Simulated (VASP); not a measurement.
An input for Quantum ESPRESSO's pw.x (written as the equivalent of a VASP run, and not itself run):

```
&CONTROL
  calculation = 'vc-relax'
  pseudo_dir = './pseudo'
  outdir = './out'
  tprnfor = .true.
  tstress = .true.
  nstep = 60
  forc_conv_thr = 0.00039
/
&SYSTEM
  ibrav = 0
  nat = 2
  ntyp = 2
  ecutwfc = 84
  occupations = 'smearing'
  smearing = 'methfessel-paxton'
  degauss = 0.00735
  input_dft = 'vdw-df-obk8'
/
&ELECTRONS
  conv_thr = 7.3e-08
  electron_maxstep = 100
/
&IONS
/
&CELL
/
ATOMIC_SPECIES
  Nb 92.906 Nb.upf
  N 14.007 N.upf
CELL_PARAMETERS angstrom
     0.0000000    2.1950000    2.1950000
     2.1950000    0.0000000    2.1950000
     2.1950000    2.1950000    0.0000000
ATOMIC_POSITIONS crystal
  Nb   0.0000000  0.0000000  0.0000000
  N    0.5000000  0.5000000  0.5000000
K_POINTS automatic
  13 13 13 0 0 0
```

Question: Translate this input to VASP (INCAR, KPOINTS, POSCAR, choice of POTCAR).

Answer: Several could match; the one computed here: 
**KPOINTS**
```
Automatic mesh
0
Gamma
13 13 13
0 0 0
```

**INCAR**
```
SYSTEM = NbN
PREC = Accurate
ENCUT = 520
EDIFF = 1E-6
NELM = 100
ALGO = Normal
LREAL = .FALSE.
LASPH = .TRUE.
ISMEAR = 1
SIGMA = 0.1
GGA = BO
PARAM1 = 0.1833333333
PARAM2 = 0.22
LUSE_VDW = .TRUE.
AGGAC = 0.0
LMAXMIX = 4
LWAVE = .FALSE.
LCHARG = .FALSE.
IBRION = 2
ISIF = 3
NSW = 60
EDIFFG = -0.01
```

**POSCAR**
```
NbN
1
    0.0000000000     2.1950000000     2.1950000000
    2.1950000000     0.0000000000     2.1950000000
    2.1950000000     2.1950000000     0.0000000000
Nb N
1 1
Direct
  0.0000000000   0.0000000000   0.0000000000
  0.5000000000   0.5000000000   0.5000000000
```

POTCAR, in this order: Nb_sv N (PBE.64 set). Program: vasp_std.

Limits of the translation: the potentials are each code's own (VASP's PAW set, PseudoDojo norm-conserving files in pw.x), so ENCUT and ecutwfc are chosen apart and not converted; conv_thr bounds pw.x's estimated SCF error, while EDIFF bounds the energy change between steps; forc_conv_thr acts on force components and is met together with etot_conv_thr.

The compound is NbN in the rock salt structure, the cubic δ form, which competes with hexagonal ones. This run relaxes it. Symmetry was kept, so distortions that lower it aren't found.
